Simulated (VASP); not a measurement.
Here is the system:

```
AuZn
1.0
    3.12673     0.00000     0.00000
    0.00000     3.12673     0.00000
    0.00000     0.00000     3.12673
Zn Au
1 1
Direct
  0.50000   0.50000   0.50000
  0.00000   0.00000   0.00000
```

The numbers are results of AM05 GGA, VASP's PBE PAW potentials (set 64) (plane waves; VASP 6.6.1), not measurements. Numerical set-up: 520 eV cut-off, 12×12×12 Γ-centred mesh, first-order Methfessel-Paxton smearing of 0.10 eV, potentials Zn Au.

Problem. Give the energy at these volumes per atom, relative to the lowest: 14.35, 14.81, 15.27, 15.72, 16.18 Å³.

Solution. 28.8, 7.0, 0.0, 5.3, 20.6 meV/atom. A third-order Birch-Murnaghan fit gives B0 = 142 GPa and B0′ = 5.4.

Measured: bulk modulus 131 GPa (computed value off by +8.0 %), as given by Niraj K. Nepal et al., Physical Review B (2020), arXiv:2007.11150. The calculation is for a static lattice, while the measured bulk modulus holds thermal and zero-point effects, which are part of the difference.

The compound is AuZn in the CsCl type structure. It was relaxed first.
